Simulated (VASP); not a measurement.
TaSi, 2 atoms in the cell. Symmetry: Pm-3m, No. 221, cubic system. Conventional cell: a = 3.377 Å, b = 3.377 Å, c = 3.377 Å, α = 90.00°, β = 90.00°, γ = 90.00°. Ta (site symmetry m-3m) is surrounded by 8 Si at 2.92 Å. Si (site symmetry m-3m) has 8 Ta at 2.92 Å as nearest neighbours. The cell was built by a generator and needn't be a form met in nature. The cell isn't the ideal one: random cell by space group and Wyckoff sites (Pm-3m, No. 221).

```yaml
Program: VASP 6.6.1
Task: relaxation of cell and atoms
Functional: PBE
Potentials_or_basis: VASP PAW PBE potentials, release 64 (Ta_pv, Si)
Cutoff: 600 eV
k_mesh: 6 × 6 × 6
Occupations: gaussian, width 0.1 eV
Spin: no spin polarisation
Dipole_correction: no
Further_INCAR_settings: ALGO = Normal; EDIFF = 1e-07; IBRION = 2; EDIFFG = -0.04; NSW = 90; ISIF = 3
```

Potentials or basis: VASP PAW PBE potentials, release 64 (Ta_pv, Si).

The run is started by

```bash
$ cat potpaw_PBE.64/Ta_pv/POTCAR potpaw_PBE.64/Si/POTCAR > POTCAR
$ mpirun -np 1 vasp_std > vasp.out
```

Hardware: 1 thread of Intel(R) Xeon(R) Platinum 8488C (Sapphire Rapids), on a shared host.

Q: Estimate the wall time of this run.

A: It took 23 s on 1 thread of Intel(R) Xeon(R) Platinum 8488C (Sapphire Rapids), with other jobs on the host, peak memory 0.17 GiB. Counts: scf iterations 52, k points 20, ion steps 5.
